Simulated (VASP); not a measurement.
```cif
data_In4P4
_chemical_formula_sum 'In4 P4'
_space_group_name_H-M_alt 'F-43m'
_space_group_IT_number 216
_space_group_name_Hall 'F -4 2 3'
_cell_length_a 5.95828
_cell_length_b 5.95828
_cell_length_c 5.95828
_cell_angle_alpha 90.000
_cell_angle_beta 90.000
_cell_angle_gamma 90.000
loop_
_atom_site_label
_atom_site_type_symbol
_atom_site_symmetry_multiplicity
_atom_site_Wyckoff_symbol
_atom_site_fract_x
_atom_site_fract_y
_atom_site_fract_z
_atom_site_occupancy
In1 In 4 a 0.00000 0.00000 0.00000 1
P1 P 4 d 0.75000 0.75000 0.75000 1
```
(The calculation used a cell of 2 atoms; values per cell refer to that cell.)

Computed with PW91 GGA, VASP's PBE PAW potentials (set 64) (plane waves; VASP). Settings: 520 eV cut-off, 8×8×8 Γ-centred mesh, Gaussian smearing of 0.050 eV, potentials In_d P.

Q: Give the energy at these volumes per atom, relative to the lowest: 24.83, 25.63, 26.42, 27.21, 28.00 Å³.

A: 20.6, 5.0, 0.0, 4.0, 15.5 meV/atom. A third-order Birch-Murnaghan fit gives B0 = 59.8 GPa and B0′ = 4.7.

Measured: bulk modulus 72.0 GPa at 0 K (computed value off by -16.9 %), as given by Daniel Mejia-Rodriguez et al., Physical Review B (2018), arXiv:1807.09216 [0 K value with the zero-point phonon effect removed]; a 5.858 Å at 0 K (computed value off by +1.7 %), as given by Daniel Mejia-Rodriguez et al., Physical Review B (2018), arXiv:1807.09216 [static lattice: zero-point anharmonic expansion removed].

The compound is InP in the zinc blende structure. It was relaxed first.
